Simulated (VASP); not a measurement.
An input for Quantum ESPRESSO's pw.x (written as the equivalent of a VASP run, and not itself run):

```
&CONTROL
  calculation = 'vc-relax'
  pseudo_dir = './pseudo'
  outdir = './out'
  tprnfor = .true.
  tstress = .true.
  nstep = 30
  forc_conv_thr = 0.00039
/
&SYSTEM
  ibrav = 0
  nat = 3
  ntyp = 2
  ecutwfc = 86
  occupations = 'smearing'
  smearing = 'gaussian'
  degauss = 0.003675
  input_dft = 'pbe'
  vdw_corr = 'grimme-d3'
  dftd3_version = 3
  dftd3_threebody = .false.
/
&ELECTRONS
  conv_thr = 7.3e-09
  electron_maxstep = 100
/
&IONS
/
&CELL
  cell_dofree = 'shape'
/
ATOMIC_SPECIES
  Zr 91.224 Zr.upf
  Se 78.971 Se.upf
CELL_PARAMETERS angstrom
     1.8527056   -3.2089804    0.0000000
     1.8527056    3.2089804    0.0000000
     0.0000000    0.0000000    6.0581202
ATOMIC_POSITIONS crystal
  Zr   0.0000000  0.0000000  0.0000000
  Se   0.3333330  0.6666670  0.2560476
  Se   0.6666670  0.3333330  0.7439524
K_POINTS automatic
  7 7 4 0 0 0
```

Question: Translate this input to VASP (INCAR, KPOINTS, POSCAR, choice of POTCAR).

Answer: Several could match; the one computed here: 
**POSCAR**
```
ZrSe2
1
    1.8527055512    -3.2089803713     0.0000000000
    1.8527055512     3.2089803713     0.0000000000
    0.0000000000     0.0000000000     6.0581202224
Zr Se
1 2
Direct
  0.0000000000   0.0000000000   0.0000000000
  0.3333330000   0.6666670000   0.2560475988
  0.6666670000   0.3333330000   0.7439524012
```

**INCAR**
```
ALGO = Normal
EDIFF = 1E-7
EDIFFG = -0.01
ENCUT = 520
GGA = PE
IBRION = 2
ISIF = 4
ISMEAR = 0
IVDW = 11
LASPH = .TRUE.
LCHARG = .FALSE.
LMAXMIX = 4
LREAL = .FALSE.
LWAVE = .FALSE.
NELM = 100
NSW = 30
PREC = Accurate
SIGMA = 0.05
SYSTEM = ZrSe2
```

**KPOINTS**
```
Automatic mesh
0
Gamma
7 7 4
0 0 0
```

POTCAR, in this order: Zr_sv Se (PBE.64 set). Program: vasp_std.

The two are equivalent in intent, not identical: the potentials are each code's own (VASP's PAW set, PseudoDojo norm-conserving files in pw.x), so ENCUT and ecutwfc are chosen apart and not converted; conv_thr bounds pw.x's estimated SCF error, while EDIFF bounds the energy change between steps; forc_conv_thr acts on force components and is met together with etot_conv_thr.

The compound is ZrSe2 in the 1T layered structure. This cell is one point of a volume scan, at 0.94 of the reference volume. Symmetry was kept, so distortions that lower it aren't found.
